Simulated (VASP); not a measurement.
Calculation: PBE GGA, VASP's PBE PAW potentials (set 64) (plane waves; VASP 6.6.1).

The input files of a VASP run:

File POSCAR:
```
Ba
1
   -2.5131673411     2.5131673411     2.5131673411
    2.5131673411    -2.5131673411     2.5131673411
    2.5131673411     2.5131673411    -2.5131673411
Ba
1
Direct
  0.0000000000   0.0000000000   1.0000000000
```

**INCAR**
```
# general
SYSTEM  = Ba
PREC    = Accurate
ENCUT   = 480   # plane-wave cut-off (eV)
LREAL   = .FALSE.   # projection in real space or not
LASPH   = .TRUE.

# electronic loop
EDIFF   = 1E-7
NELM    = 100   # most electronic steps
ALGO    = Normal   # blocked Davidson
LMAXMIX = 4

# smearing
ISMEAR  = 1
SIGMA   = 0.1   # width (eV)

# functional
GGA     = PE   # PBE

# ions
ISIF    = 2   # forces and stress, cell fixed

# output
LWAVE   = .FALSE.
LCHARG  = .FALSE.
```

File KPOINTS:
```
Automatic mesh
0
G
  10 10 10
0 0 0
```

POTCAR, in this order: Ba_sv (PBE.64 set). Program: vasp_std.

The resulting files:

### OUTCAR
```
 ion  position               nearest neighbor table
   1  0.000  0.000  0.000-
  LATTYP: Found a body centered cubic cell.
 ALAT       =     5.0263346822
 Subroutine PRICEL returns:
 Original cell was already a primitive cell.
 Subroutine GETGRP returns: Found 48 space group operations
The static configuration has the point symmetry O_h .
The dynamic configuration has the point symmetry O_h .
 Subroutine INISYM returns: Found 48 space group operations
 Subroutine IBZKPT returns following result:
 Found     47 irreducible k-points:

 Following reciprocal coordinates:
            Coordinates               Weight
  0.000000  0.000000  0.000000      1.000000
  0.100000  0.000000  0.000000     12.000000
  0.200000  0.000000  0.000000     12.000000
  0.300000  0.000000  0.000000     12.000000
  0.400000  0.000000  0.000000     12.000000
  0.500000  0.000000  0.000000      6.000000
  0.100000  0.100000  0.000000     24.000000
  0.200000  0.100000  0.000000     48.000000
  0.300000  0.100000  0.000000     48.000000
  0.400000  0.100000 -0.000000     48.000000
  0.200000  0.200000  0.000000     24.000000
  0.300000  0.200000 -0.000000     48.000000
  0.400000  0.200000  0.000000     24.000000
  0.300000  0.300000  0.000000     24.000000
  0.100000  0.100000  0.100000      8.000000
  0.200000  0.100000  0.100000     24.000000
  0.300000  0.100000  0.100000     24.000000
  0.400000  0.100000  0.100000     12.000000
 -0.100000  0.100000  0.100000      6.000000
  0.200000  0.200000  0.100000     24.000000
  0.300000  0.200000  0.100000     48.000000
 -0.200000  0.200000  0.100000     24.000000
  0.300000  0.300000  0.100000      8.000000
 -0.300000  0.300000  0.100000     24.000000
 -0.200000  0.300000  0.100000     24.000000
 -0.400000  0.400000  0.100000     24.000000
 -0.300000  0.400000  0.100000     48.000000
  0.500000  0.500000  0.100000     12.000000
 -0.400000  0.500000  0.100000     48.000000
 -0.300000  0.500000  0.100000     24.000000
 -0.400000 -0.400000  0.100000     24.000000
  0.200000  0.200000  0.200000      8.000000
  0.300000  0.200000  0.200000     12.000000
 -0.200000  0.200000  0.200000      6.000000
 -0.300000  0.300000  0.200000     24.000000
 -0.400000  0.400000  0.200000     24.000000
 -0.300000  0.400000  0.200000     24.000000
  0.500000  0.500000  0.200000     12.000000
 -0.400000  0.500000  0.200000     48.000000
 -0.400000 -0.400000  0.200000      8.000000
   k-points           NKPTS =     47   k-points in BZ     NKDIM =     47   number of bands    NBANDS=      9
   number of dos      NEDOS =    301   number of ions     NIONS =      1
   total plane-waves  NPLWV =  32768
   dimension x,y,z NGX =    32 NGY =   32 NGZ =   32
   dimension x,y,z NGXF=    64 NGYF=   64 NGZF=   64
   ions per type =               1
   PREC   = accura    normal or accurate (medium, high low for compatibility)
   ISTART =      0    job   : 0-new  1-cont  2-samecut
   ICHARG =      2    charge: 1-file 2-atom 10-const
   ISPIN  =      1    spin polarized calculation?
   LNONCOLLINEAR =      F non collinear calculations
   LSORBIT =      F    spin-orbit coupling
   INIWAV =      1    electr: 0-lowe 1-rand  2-diag
   ENCUT  =  480.0 eV  35.28 Ry    5.94 a.u.   7.78  7.78  7.78*2*pi/ulx,y,z
   NELM   =    100;   NELMIN=  2; NELMDL= -5     # of ELM steps
   EDIFF  = 0.1E-06   stopping-criterion for ELM
   LREAL  =      F    real-space projection
   NLSPLINE    = F    spline interpolate recip. space projectors
   LMAXMIX     =    4 max onsite mixed and CHGCAR
   VOSKOWN=      0    Vosko Wilk Nusair interpolation
...
```

### OSZICAR
```
       N       E                     dE             d eps       ncg     rms          rms(c)
DAV:   1     0.540294278165E+02    0.54029E+02   -0.40459E+03   846   0.848E+02
DAV:   2     0.556541323406E+00   -0.53473E+02   -0.52724E+02   970   0.149E+02
DAV:   3    -0.185542139876E+01   -0.24120E+01   -0.24035E+01  1115   0.351E+01
DAV:   4    -0.190541584084E+01   -0.49994E-01   -0.49907E-01  1290   0.446E+00
DAV:   5    -0.190611717949E+01   -0.70134E-03   -0.70032E-03  1182   0.349E-01    0.161E+00
DAV:   6    -0.190576900826E+01    0.34817E-03   -0.26236E-03  1194   0.617E-01    0.961E-01
DAV:   7    -0.190620066388E+01   -0.43166E-03   -0.63977E-03   953   0.102E+00    0.430E-02
DAV:   8    -0.190637850713E+01   -0.17784E-03   -0.32851E-04  1331   0.123E-01    0.273E-02
DAV:   9    -0.190638639252E+01   -0.78854E-05   -0.78531E-06  1175   0.298E-02    0.780E-03
DAV:  10    -0.190638818143E+01   -0.17889E-05   -0.47705E-06  1070   0.168E-02    0.191E-03
DAV:  11    -0.190638826494E+01   -0.83510E-07   -0.54850E-07  1266   0.774E-03
   1 F= -.19063883E+01 E0= -.19062254E+01  d E =-.488741E-03
```

OUTCAR:
```
------------------------ aborting loop because EDIFF is reached ----------------------------------------
  FORCE on cell =-STRESS in cart. coord.  units (eV):
  Direction    XX          YY          ZZ          XY          YZ          ZX
  --------------------------------------------------------------------------------------
  Total        0.0106908      0.0106908      0.0106908      0.0000000      0.0000000      0.0000000
  in kB        0.2697712      0.2697712      0.2697712      0.0000000      0.0000000      0.0000000
  external PRESSURE =       0.2697712 kB  Pullay stress =       0.0000000 kB
  volume of cell :       63.49
      direct lattice vectors                 reciprocal lattice vectors
    -2.513167341  2.513167341  2.513167341     0.000000000  0.198952132  0.198952132
     2.513167341 -2.513167341  2.513167341     0.198952132  0.000000000  0.198952132
     2.513167341  2.513167341 -2.513167341     0.198952132  0.198952132  0.000000000
 POSITION                                       TOTAL-FORCE (eV/Angst)
 -----------------------------------------------------------------------------------
      0.00000      0.00000      0.00000        -0.000000      0.000000     -0.000000
 -----------------------------------------------------------------------------------
    total drift:                                0.000000      0.000000     -0.000000
  FREE ENERGIE OF THE ION-ELECTRON SYSTEM (eV)
  ---------------------------------------------------
  free  energy   TOTEN  =        -1.9063882649 eV

  energy  without entropy=       -1.9058995236  energy(sigma->0) =       -1.90622535
```
(Selected blocks of OUTCAR.)

The compound is Ba in the bcc structure. It was relaxed first.
